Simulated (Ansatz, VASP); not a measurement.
# NbB2: VASP beside Ansatz

Aim: how closely do two programs agree when they are given the same cell, functional and k mesh?

Calculated with Ansatz 0.2.0; plane waves, with VASP 6.6.1 beside it; relaxation of cell and atoms at LDA and zone-centre phonons at LDA.

The database entry behind the starting cell differs from later determinations by our own check (an axis about 1.2 % long against later determinations), so it need not match the best structure at ambient conditions.

**1. The structure**

It takes space group P6/mmm (No. 191, hexagonal). Conventional cell: a = 3.086 Å, b = 3.086 Å, c = 3.306 Å, α = 90.00°, β = 90.00°, γ = 120.00°. Nearest to Nb lie 12 B at 2.43 Å. Nearest to B lie 3 B at 1.78 Å and 6 Nb at 2.43 Å. Farther neighbours are not listed.

**2. Ansatz: relaxation of cell and atoms, LDA**

Ansatz runs on its default PAW (the set named soft_2) files.

The relaxed volume is the usual yardstick between codes: its relative difference is about their pressure difference at one cell divided by the bulk modulus.

Contents of input.yaml:

```yaml
crystal:
  lattice:
    - [3.086, 0.0, 0.0]
    - [-1.543, 2.6725543961, 0.0]
    - [0.0, 0.0, 3.306]
  atoms:
    - { symbol: Nb, position: [0.0, 0.0, 0.0] }
    - { symbol: B, position: [0.3333333333, 0.6666666667, 0.5] }
    - { symbol: B, position: [0.6666666667, 0.3333333333, 0.5] }
hamiltonian:
  xc: lda
  pseudopotentials: { kind: paw }
kpoints:
  mp_grid: { grid: [10, 10, 8] }
scf:
  occupations: { method: gaussian, width: 0.05 }
relax:
  f_tol: 0.01
  max_steps: 60
  cell: { stress_tol: 0.05 }
output:
  forces: true
  stress: true
  write_density: true
  write_potential: true
  elf: true
  volumetric_format: npy
```

Command:

```
ansatz run input.yaml --threads 4 --pin off --max-ram 9216MiB --backend cpu --events-out ev --progress --plain --runs-dir out
```

Numbers of over 12 decimals in the logs are rounded to 6 here.

Log:

```text
Engine: ansatz 0.2.0, aarch64-unknown-linux-gnu
Pseudopotentials: kind: paw
Pseudopotential: Nb, paw, valence charge 13, recommended cutoff 420 eV (normal), Nb.paw.azcp
Pseudopotential: B, paw, valence charge 3, recommended cutoff 420 eV (normal), B.paw.azcp
Functional definition: SPW92
  exchange = slater_x
  correlation = pw_c
Crystal: 3 atoms, lattice volume = 27.266 Å³
Basis set: ecut = 420 eV, 551 PW (Γ)
Bands: 14, of which v1, the nominal top of the filled ones, is band 10 counted from 1 (9 counted from 0)
Symmetry: 24 space group operations
Space group: P6/mmm (ITA 191), of the structure as read, at distance tolerance 3.0e-5 Å
k-points: 70 of 800
Non-local potential: Nb, projectors of the file, l = 0: 3, l = 1: 2, l = 2: 2, l = 3: 1
Non-local potential: B, projectors of the file, l = 0: 2, l = 1: 2, l = 2: 1
PAW form: soft (Blöchl's): semilocal exchange-correlation on the pseudo side does not see the compensation charge
PAW frozen core: Nb, regenerated for the run's functional, and the local potential with it (the file was generated under x = pbe(κ = 0.804, μ = 0.219515), c = pbe(β = 0.066725))
PAW frozen core: B, regenerated for the run's functional, and the local potential with it (the file was generated under x = pbe(κ = 0.804, μ = 0.219515), c = pbe(β = 0.066725))
PAW one-centre angular grid: Nb, 590 points (default); XC on 64 Gauss nodes
PAW one-centre angular grid: B, 110 points (default); XC on 64 Gauss nodes
Initial density: superposition of atomic densities (neutral atoms: chi_scale 0, normalization atom), corrected by the library's trained network
Initial wavefunctions: pseudopotential atomic-orbital guess
Functional: x = slater, c = lda
SCF iter   1: F=—  HF=-4744.489173 eV  |F-HF|=—  |Δ(HF+E_count)|=         —  Δρ=5.57e-3  dr2=3.17e-3  ethr=1.77e-3  ⟨swp⟩=5.8  Hψ=5314  notcnv=0
preconditioner: auto → none  [metal: Δε(μ)=0.013 eV  Ē_g=9.392 eV  σ=0.050 eV  W_gap=0.14  n_scr=8 (ndim 8)  ℏωp=23.6 eV  f_vac=0.000  D(μ)=2.22/eV (n_scr^D=22)  sad-step TF]
SCF iter   2: F=—  HF=-4744.488479 eV  |F-HF|=—  |Δ(HF+E_count)|=   6.94e-4  Δρ=3.27e-3  dr2=1.41e-3  ethr=1.67e-5  ⟨swp⟩=1.2  Hψ=1597  notcnv=0
SCF iter   3: F=—  HF=-4744.488176 eV  |F-HF|=—  |Δ(HF+E_count)|=   3.04e-4  Δρ=4.40e-4  dr2=2.30e-5  ethr=7.44e-6  ⟨swp⟩=2.8  Hψ=1590  notcnv=0
SCF iter   4: F=—  HF=-4744.488167 eV  |F-HF|=—  |Δ(HF+E_count)|=   8.97e-6  Δρ=9.45e-5  dr2=2.81e-6  ethr=1.21e-7  ⟨swp⟩=2.0  Hψ=1610  notcnv=0
SCF iter   5: F=—  HF=-4744.488166 eV  |F-HF|=—  |Δ(HF+E_count)|=   8.63e-7  Δρ=2.06e-5  dr2=1.07e-7  ethr=1.48e-8  ⟨swp⟩=3.0  Hψ=1615  notcnv=0
SCF iter   6: F=-4744.488166 eV  HF=-4744.488166 eV  |F-HF|=2.29e-9  |Δ(HF+E_count)|=   3.17e-8  Δρ=4.45e-6  dr2=2.98e-9  ethr=5.26e-10  ⟨swp⟩=7.1  Hψ=4894  notcnv=0
SCF 1 converged in 6 iterations: F = -4744.488166 eV  dr2 = 2.98e-9
  greatest PAW one-centre occupation: 0.997 electrons in one spin orbital (limit 2), on the Nb atom at site 0 (counted from 0), in its partial waves of l = 0
relax step   1: F+E_penalty+E_count = -4744.48816581 eV  Δ(F+E_penalty+E_count) = +0.000e0 eV  max|allowed force component| = 3.084e-16 eV/Å  Δτ_max = 0.0000 Å  P = -5.053 GPa  Ω = 27.266 Å³  (6 SCF iters, dr2 threshold 1.00e-7 eV, accepted)
[...]
relax step   2: F+E_penalty+E_count = -4744.49601540 eV  Δ(F+E_penalty+E_count) = -7.850e-3 eV  max|allowed force component| = 1.912e-16 eV/Å  Δτ_max = 0.0000 Å  P = +1.169 GPa  Ω = 26.706 Å³  energy of the carried Pulay correction = +7.857e-4 eV  (6 SCF iters, dr2 threshold 3.00e-7 eV, accepted)
[...]
relax step   3: F+E_penalty+E_count = -4744.49657384 eV  Δ(F+E_penalty+E_count) = -5.584e-4 eV  max|allowed force component| = 3.886e-16 eV/Å  Δτ_max = 0.0000 Å  P = -0.054 GPa  Ω = 26.815 Å³  energy of the carried Pulay correction = +6.342e-4 eV  (6 SCF iters, dr2 threshold 3.00e-7 eV, accepted)
[...]
relax step   4: F+E_penalty+E_count = -4744.49658422 eV  Δ(F+E_penalty+E_count) = -1.038e-5 eV  max|allowed force component| = 4.749e-16 eV/Å  Δτ_max = 0.0000 Å  P = -0.000 GPa  Ω = 26.810 Å³  energy of the carried Pulay correction = +6.411e-4 eV  (6 SCF iters, accepted)
[...]
relax step   5: F+E_penalty+E_count = -4744.49600199 eV  Δ(F+E_penalty+E_count) = +5.822e-4 eV  max|allowed force component| = 4.749e-16 eV/Å  Δτ_max = 0.0000 Å  P = -0.032 GPa  Ω = 26.810 Å³  stress off target by 4.76e-2 GPa  SCF on the basis re-selected at this cell (its energy is not comparable with the rows above)  (8 SCF iters)
basis re-selected at this cell: Δ(F+E_penalty+E_count) = +5.822e-4 eV, ΔP = -0.032 GPa vs the last step (what re-selecting the basis moved, of the pressure what is left beyond the Pulay correction that the steps carried, after the strain that the cell walked since its last selection, with what the two solves' SCF thresholds leave and, on support functions, any second-order correction that the steps lacked; it is no m [...]
SCF converged after 8 iterations
Free energy (F): -4744.496002 eV
Harris-Foulkes:  -4744.496002 eV  (|F-HF|=9.09e-13)
Internal energy: -4744.493508 eV  (E = F + TS)
E sigma→0 (E₀):  -4744.494755 eV
Entropy (-TS):   -0.002494 eV (-0.831 meV/atom)
Fermi energy:    18.786003 eV
--- Per-component energies (eV) ---
  E_band       = -11.955171
  E_kinetic    = 501.569698
  E_local      = -695.350484  (includes V_loc(G=0)·N_el)
  E_nonlocal   = 146.477176
  E_hartree    = 223.176693
  E_xc         = -242.391633
  E_vxc        = -293.993878  (∫ρ·V_xc dr)
  E_paw        = -3110.264676  (= ΣΔE_a)
  E_vpaw       = -117.011071  (= ΣTr[D̂ρ^β])
  E_aug_tail   = 0.000001  (compensation charges beyond the density's cutoff)
  E_ewald      = -1568.227646
  E_core_change = 0.517363  (= ΣΔE_core)
  E_smearing   = -0.002494  (= −TS)
  E_closure    = -0.000000  (closes the sum)
  Σ components = -4744.496002   (vs F -4744.496002, Δ=0.00e0)
--- Forces (eV/Å), atoms counted from 1 ---
  atom   1  Nb     0.00000000     0.00000000     0.00000000
  atom   2  B      0.00000000    -0.00000000    -0.00000000
  atom   3  B      0.00000000     0.00000000     0.00000000
  max |Σ_I F_I| component: 3.70e-17 eV/Å
--- Stress (GPa, compression-positive) ---
       -0.024128       0.000000       0.000000
        0.000000      -0.024128       0.000000
        0.000000       0.000000      -0.047620
  P = ⅓ Tr σ = -0.0320 GPa (-0.320 kbar)
--- Band table (eV; the first three rows and the last of 70) ---
  k-point 0: bands = [... 6 lower, 14.3690, 14.4176, 15.7138, 20.1364, 20.1364, 22.0734, 22.0734, 23.1722]
  k-point 1: bands = [... 6 lower, 14.5495, 14.5495, 16.4484, 19.2591, 19.2591, 21.5164, 21.5164, 23.3315]
  k-point 2: bands = [... 6 lower, 15.0838, 15.0838, 17.6612, 18.0551, 18.0551, 20.2070, 20.2070, 23.2147]
  k-point 69: bands = [... 6 lower, 12.6425, 14.3265, 14.4843, 21.1343, 23.3339, 23.3676, 24.0160, 24.8018]
--- Relaxed structure (4 steps of the walk, 4 accepted, 1 SCFs on fresh bases) ---
  F+E_penalty+E_count = -4744.49600199 eV   max|allowed force component| = 4.749e-16 eV/Å   (the final SCF, on the basis selected at the relaxed cell)
  cell:  # Å, volume = 26.8102 Å³
    - [3.074865, 0.0, 0]
    - [-1.537432, 2.662911, -6.526607341596451e-19]
    - [0, -8.073535903662177e-19, 3.274297]
  atoms:
    - { symbol: Nb, position: [0, 0, 0] }
    - { symbol: B, position: [0.333333, 0.666667, 0.5] }
    - { symbol: B, position: [0.666667, 0.333333, 0.5] }
```

Run time: 2 s. Hardware: 4 threads of Arm Neoverse V2, shared host; peak memory 0.32 GiB.

**3. VASP: relaxation of cell and atoms, LDA**

The same cell, functional (in two slightly different forms), mesh and smearing now go to VASP, with its own data sets and cutoff.

Lines of VASP's logs that name or quote its potential files are left out, and so is its time.

Contents of INCAR:

```
SYSTEM = NbB2
PREC = Accurate
ENCUT = 420
EDIFF = 1E-06
NELM = 100
ISMEAR = 0
SIGMA = 0.05
LREAL = .FALSE.
ALGO = Normal
GGA = CA
NBANDS = 15
LORBIT = 11
LWAVE = .FALSE.
LCHARG = .FALSE.
KPAR = 2
IBRION = 2
NSW = 60
ISIF = 3
EDIFFG = -0.01
```

Contents of POSCAR:

```
NbB2
1.0
    3.0860000000      0.0000000000      0.0000000000
   -1.5430000000      2.6725543961      0.0000000000
    0.0000000000      0.0000000000      3.3060000000
Nb B
1 2
Direct
    0.0000000000      0.0000000000      0.0000000000
    0.3333333333      0.6666666667      0.5000000000
    0.6666666667      0.3333333333      0.5000000000
```

Contents of KPOINTS:

```
Automatic mesh
0
Gamma
10 10 8
0 0 0
```

Potentials, in the order of the species: Nb_sv and B (LDA family, release 64).

Command:

```
mpirun -np 2 vasp_std
```

Log:

```text
[banner, memory and clock lines left out]
running    2 mpi-ranks, on    1 nodes
 distrk:  each k-point on    1 cores,    2 groups
 distr:  one band on    1 cores,    1 groups

 POSCAR found type information on POSCAR NbB
 POSCAR found :  2 types and       3 ions
 LDA part: xc-table for (Slater(with rela. corr.)+CA(PZ))
 , standard interpolation
 POSCAR, INCAR and KPOINTS ok, starting setup
 FFT: planning ... GRIDC
 FFT: planning ... GRID_SOFT
 FFT: planning ... GRID
 WAVECAR not read
 entering main loop
       N       E                     dE             d eps       ncg     rms          rms(c)
DAV:   1     0.122849161921E+03    0.12285E+03   -0.88493E+03  2100   0.107E+03
DAV:   2    -0.263227949368E+02   -0.14917E+03   -0.14489E+03  2639   0.394E+02
DAV:   3    -0.318219557950E+02   -0.54992E+01   -0.54346E+01  3315   0.652E+01
DAV:   4    -0.320300031048E+02   -0.20805E+00   -0.20786E+00  2824   0.118E+01
DAV:   5    -0.320368144164E+02   -0.68113E-02   -0.68101E-02  3403   0.188E+00    0.120E+01
DAV:   6    -0.285358257571E+02    0.35010E+01   -0.14236E+01  3535   0.290E+01    0.274E+00
DAV:   7    -0.285479962049E+02   -0.12170E-01   -0.46756E-01  2549   0.627E+00    0.196E+00
DAV:   8    -0.285441940558E+02    0.38021E-02   -0.68687E-02  3926   0.219E+00    0.334E-01
DAV:   9    -0.285438038453E+02    0.39021E-03   -0.30943E-03  2994   0.556E-01    0.113E-01
DAV:  10    -0.285437346608E+02    0.69185E-04   -0.49176E-04  2910   0.220E-01    0.251E-02
DAV:  11    -0.285437276310E+02    0.70298E-05   -0.39249E-05  3061   0.699E-02    0.106E-02
DAV:  12    -0.285437272613E+02    0.36976E-06   -0.15512E-06  2201   0.115E-02
   1 F= -.28543727E+02 E0= -.28542366E+02  d E =-.285437E+02
[...]
2 F= -.28534198E+02 E0= -.28532940E+02  d E =0.952958E-02
[...]
3 F= -.28551461E+02 E0= -.28550147E+02  d E =-.773408E-02
[...]
4 F= -.28551461E+02 E0= -.28550147E+02  d E =-.773342E-02
[...]
5 F= -.28551874E+02 E0= -.28550620E+02  d E =-.413777E-03
 trial-energy change:   -0.000414  1 .order   -0.000414   -0.000663   -0.000165
 step:   1.1736(harm=  1.1736)  dis= 0.00000  next Energy=   -28.551902 (dE=-0.441E-03)
 bond charge predicted
       N       E                     dE             d eps       ncg     rms          rms(c)
DAV:   1    -0.285519949646E+02   -0.12010E-03   -0.59002E-03  2401   0.801E-01    0.573E-02
DAV:   2    -0.285519213871E+02    0.73577E-04   -0.21720E-04  2590   0.131E-01    0.296E-02
DAV:   3    -0.285518971914E+02    0.24196E-04   -0.77786E-05  3230   0.722E-02    0.359E-03
DAV:   4    -0.285518970706E+02    0.12083E-06   -0.20606E-06  2196   0.128E-02
   6 F= -.28551897E+02 E0= -.28550665E+02  d E =-.436393E-03
 curvature:  -0.60 expect dE=-0.507E-05 dE for cont linesearch -0.262E-06
 trial: gam= 0.01655 g(F)=  0.320E-49 g(S)=  0.843E-05 ort =-0.183E-04 (trialstep = 0.940E+00)
 search vector abs. value=  0.803E-05
 reached required accuracy - stopping structural energy minimisation
```

From OUTCAR (step 3):

```text
ion  position               nearest neighbor table
   1  0.000  0.000  0.000-   2 2.43   3 2.43   2 2.43   3 2.43   3 2.43   3 2.43   2 2.43   2 2.43
                             3 2.43   3 2.43   2 2.43   2 2.43
   2  0.333  0.667  0.500-   3 1.78   3 1.78   3 1.78   1 2.43   1 2.43   1 2.43   1 2.43   1 2.43
                             1 2.43
   3  0.667  0.333  0.500-   2 1.78   2 1.78   2 1.78   1 2.43   1 2.43   1 2.43   1 2.43   1 2.43
                             1 2.43

  LATTYP: Found a hexagonal cell.
 ALAT       =     3.0860000000
 C/A-ratio  =     1.0712896954

 Subroutine GETGRP returns: Found 24 space group operations
 (whereof 24 operations were pure point group operations)

The static configuration has the point symmetry D_6h.

 Found     70 irreducible k-points:

   k-points           NKPTS =     70   k-points in BZ     NKDIM =     70   number of bands    NBANDS=     15

   dimension x,y,z NGX =    24 NGY =   24 NGZ =   24
   dimension x,y,z NGXF=    48 NGYF=   48 NGZF=   48

   ENCUT  =  420.0 eV  30.87 Ry    5.56 a.u.   5.16  5.16  5.52*2*pi/ulx,y,z

   NELECT =      19.0000    total number of electrons

 k-points in reciprocal lattice and weights: Automatic mesh
   0.00000000  0.00000000  0.00000000       0.001
   0.10000000  0.00000000  0.00000000       0.007
   0.20000000  0.00000000  0.00000000       0.007
   0.30000000 -0.00000000  0.00000000       0.007
   0.40000000  0.00000000  0.00000000       0.007
   0.50000000 -0.00000000  0.00000000       0.004
   0.10000000  0.10000000  0.00000000       0.007
   0.20000000  0.10000000  0.00000000       0.015
   0.30000000  0.10000000  0.00000000       0.015
[...]
0.40000000  0.20000000  0.50000000       0.007
   0.30000000  0.30000000  0.50000000       0.007

 average (electrostatic) potential at core
       1 -76.1622       2 -25.5866       3 -25.5866

 E-fermi :  12.8980

 k-point     1 :       0.0000    0.0000    0.0000
  band No.  band energies     occupation
    ...
      5      -1.3766      2.00000
      6       8.4736      2.00000
      7       8.4736      2.00000
      8       8.5252      2.00000
      9       9.8341      2.00000
     10      14.2471      0.00000
     11      14.2471      0.00000
     12      16.1967      0.00000
     13      16.1967      0.00000
     14      17.2833      0.00000
    ...

 k-point     2 :       0.1000    0.0000    0.0000
  band No.  band energies     occupation
    ...
      5      -1.1673      2.00000
      6       7.9827      2.00000
      7       8.5399      2.00000
      8       8.6815      2.00000
      9       9.4798      2.00000
     10      14.1434      0.00000
     11      14.7534      0.00000
     12      15.0890      0.00000
     13      15.3717      0.00000
     14      18.2080      0.00000
    ...

 k-point     3 :       0.2000    0.0000    0.0000
  band No.  band energies     occupation
    ...
      5      -0.5739      2.00000
      6       6.8562      2.00000
      7       8.6619      2.00000
      8       8.7895      2.00000
      9       8.9629      2.00000
     10      13.8868      0.00000
     11      14.0276      0.00000
     12      14.7878      0.00000
     13      15.5849      0.00000
     14      18.9921      0.00000
    ...

  Total        0.0108515      0.0108515      0.0169908      0.0000000     -0.0000000      0.0000000
  in kB        0.6488995      0.6488995      1.0160179      0.0000000     -0.0000000      0.0000000
  external PRESSURE =       0.7712723 kB  Pullay stress =       0.0000000 kB

  energy-cutoff  :      420.00
  volume of cell :       26.79
      direct lattice vectors                 reciprocal lattice vectors
     3.074911098 -0.000000000  0.000000000     0.325212654  0.187761614  0.000000000
    -1.537455549  2.662951125  0.000000000    -0.000000000  0.375523227  0.000000000
    -0.000000000 -0.000000000  3.272100393    -0.000000000 -0.000000000  0.305614095

 POSITION                                       TOTAL-FORCE (eV/Angst)
 -----------------------------------------------------------------------------------
     -0.00000      0.00000      0.00000        -0.000000     -0.000000      0.000000
     -0.00000      1.77530      1.63605        -0.000000      0.000000     -0.000000
      1.53746      0.88765      1.63605         0.000000     -0.000000      0.000000
 -----------------------------------------------------------------------------------
    total drift:                               -0.000000      0.000000     -0.000000

  FREE ENERGIE OF THE ION-ELECTRON SYSTEM (eV)
  ---------------------------------------------------
  free  energy   TOTEN  =       -28.5518970706 eV

  energy  without entropy=      -28.5494329953  energy(sigma->0) =      -28.55066503

 reached required accuracy - stopping structural energy minimisation

 total charge
# of ion       s       p       d       tot
------------------------------------------
    1        2.157   6.065   2.625  10.848
    2        0.669   1.337   0.000   2.006
    3        0.669   1.337   0.000   2.006
--------------------------------------------------
tot          3.495   8.739   2.625  14.859

[... 3 further parts left out ...]
```

CONTCAR:

```
NbB2
   1.00000000000000
     3.0749110978068384   -0.0000000000000000    0.0000000000000000
    -1.5374555489034192    2.6629511251004105    0.0000000000000000
    -0.0000000000000000   -0.0000000000000000    3.2721003932636270
  Nb              B
     1     2
Direct
     0.0000000000000000    0.0000000000000000    0.0000000000000000
     0.3333333332999970    0.6666666667000030    0.5000000000000000
     0.6666666667000030    0.3333333332999970    0.5000000000000000
```

This run has no spin polarisation. Its electron count is odd, so without a moment it is a metal by construction. The run keeps the 24 symmetry operations of its start, so it cannot find a distortion of lower symmetry.

**4. Differences**

Known differences besides the potentials themselves: the two LDA forms differ slightly; both relaxations stop at a tolerance, which leaves soft axes loose, and VASP keeps its plane-wave basis; VASP's log shows a relativistic correction to its local exchange, Ansatz's none; Ansatz adds a Pulay correction to the stress that steers its cell, VASP none. Total energies have different zeros and are not compared.

Compared:

| quantity | Ansatz | VASP | difference |
| --- | --- | --- | --- |
| volume (Å³) | 26.81 | 26.79 | +0.06 % |
| edge a after relaxation, in the typed setting (Å) | 3.075 | 3.075 | +0.00 % |
| edge c after relaxation, in the typed setting (Å) | 3.274 | 3.272 | +0.07 % |

The walks stopped with -0.03 GPa left in Ansatz and 0.08 GPa in VASP; each walk ends within a tolerance, so the volume difference is uncertain by about these residues over the bulk modulus, most in soft cells.

[end of part 1 of 2]

[Lines on the potential files, build, host, timing and source positions are cut from VASP's logs without a mark.]

[Logs are printed without paths, hosts, clocks, repeated set-up lines and the standing remarks that a program may print on its own settings, such as how far it seeks lower states.]

[Hosts, paths, dates, database ids (printed as entryN), source tags and the programs' standing remarks are cut or masked in the printed files.]
